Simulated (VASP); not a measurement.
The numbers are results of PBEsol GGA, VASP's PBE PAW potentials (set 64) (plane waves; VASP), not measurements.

A VASP calculation is set up with these files.

**POSCAR**
```
GaN
1.0
  3.1820442646   0.0000000000   0.0000000000
 -1.5910221323   2.7557311313   0.0000000000
  0.0000000000   0.0000000000   5.1800056342
Ga N
2 2
Cart
 -0.0000015910   1.8371550061   0.0000000000
  1.5910237233   0.9185761252   2.5900028171
 -0.0000015910   1.8371550061   1.9528621241
  1.5910237233   0.9185761252   4.5428649412
```

### INCAR
```
EDIFFG  =  -0.03   # ionic stop
NELM  =  100
NSW  =  20   # most ionic steps
ISMEAR  =  0   # Gaussian
ALGO  =  Fast   # Davidson, then RMM-DIIS
ISIF  =  2
SYSTEM  =  GaN
LMAXMIX  =  4   # l cut-off of mixed one-centre charges
ENCUT  =  450   # plane-wave cut-off (eV)
LCHARG  =  .False.
EDIFF  =  1E-5   # SCF stop (eV)
LASPH  =  .True.   # aspherical one-centre terms
SIGMA  =  0.05   # width (eV)
LWAVE  =  .False.
GGA  =  PS
NELMIN  =  4
IBRION  =  2   # conjugate gradients
PREC  =  Normal
LREAL  =  .False.   # projection in real space or not
```

### KPOINTS
```
Automatic mesh
0
Gamma
11 11 6
0 0 0
```

POTCAR, in this order: Ga_d N (PBE.64 set). Program: vasp_std.

**Question.** What will the output report for the number of irreducible k-points (NKPTS), largest plane-wave count, number of space-group operations, FFT grid (NGX, NGY, NGZ)?

**Answer.** 
number of irreducible k-points (NKPTS): 64
largest plane-wave count: 1008
number of space-group operations: 12
FFT grid (NGX, NGY, NGZ): 18 × 18 × 28

The compound is GaN in the wurtzite structure. It was relaxed first.
